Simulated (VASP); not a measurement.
Ti3C:

```
CELL_PARAMETERS angstrom
0.00000 4.17581 4.17581
4.17581 0.00000 4.17581
4.17581 4.17581 0.00000
ATOMIC_POSITIONS crystal
Ti 0.72819 0.27181 0.72819
Ti 0.27181 0.27181 0.72819
Ti 0.27181 0.72819 0.27181
Ti 0.27181 0.72819 0.72819
Ti 0.72819 0.27181 0.27181
Ti 0.72819 0.72819 0.27181
C 0.50000 0.50000 0.50000
C 0.00000 0.00000 0.00000
```

The cell was built by a generator and needn't be a form met in nature.

- Program: VASP 6.6.1
- Task: relaxation of cell and atoms
- Functional: PBE
- Potentials or basis: VASP PAW PBE potentials, release 64 (Ti_sv, C)
- Cutoff: 520 eV
- k mesh: 4 × 4 × 4
- Occupations: gaussian, width 0.15 eV
- Spin: no spin polarisation

At the start: pressure 7.9 GPa; volume 18.20 Å³/atom.

Problem. How do energy, volume and symmetry change on relaxing?

Solution. Over 7 steps the energy falls by 247.8 meV/atom and the volume is 18.14 Å³/atom (-0.4 %); space group Pm-3m (No. 221, to 0.05 Å).

The path:
| step | energy change (eV) | largest force (eV/Å) | pressure (GPa) | volume (Å³) |
| --- | --- | --- | --- | --- |
| 1 | 0.0000 | 4.4161 | 7.88 | 145.63 |
| 2 | -1.1859 | 0.2068 | -11.19 | 165.32 |
| 3 | -1.6202 | 0.5818 | -6.69 | 156.73 |
| 4 | -1.9662 | 0.0333 | 2.15 | 142.94 |
| 5 | -1.9775 | 0.1737 | 0.54 | 144.88 |
| 6 | -1.9776 | 0.1153 | 0.55 | 144.65 |
| 7 | -1.9827 | 0.0092 | 0.31 | 145.11 |

Final structure:
```yaml
crystal:
  lattice:
    - [0.00000, 4.17083, 4.17083]
    - [4.17083, 0.00000, 4.17083]
    - [4.17083, 4.17083, 0.00000]
  atoms:
    - { symbol: Ti, position: [0.74977, 0.25023, 0.74977] }
    - { symbol: Ti, position: [0.25023, 0.25023, 0.74977] }
    - { symbol: Ti, position: [0.25023, 0.74977, 0.25023] }
    - { symbol: Ti, position: [0.25023, 0.74977, 0.74977] }
    - { symbol: Ti, position: [0.74977, 0.25023, 0.25023] }
    - { symbol: Ti, position: [0.74977, 0.74977, 0.25023] }
    - { symbol: C, position: [0.50000, 0.50000, 0.50000] }
    - { symbol: C, position: [0.00000, 0.00000, 0.00000] }
```
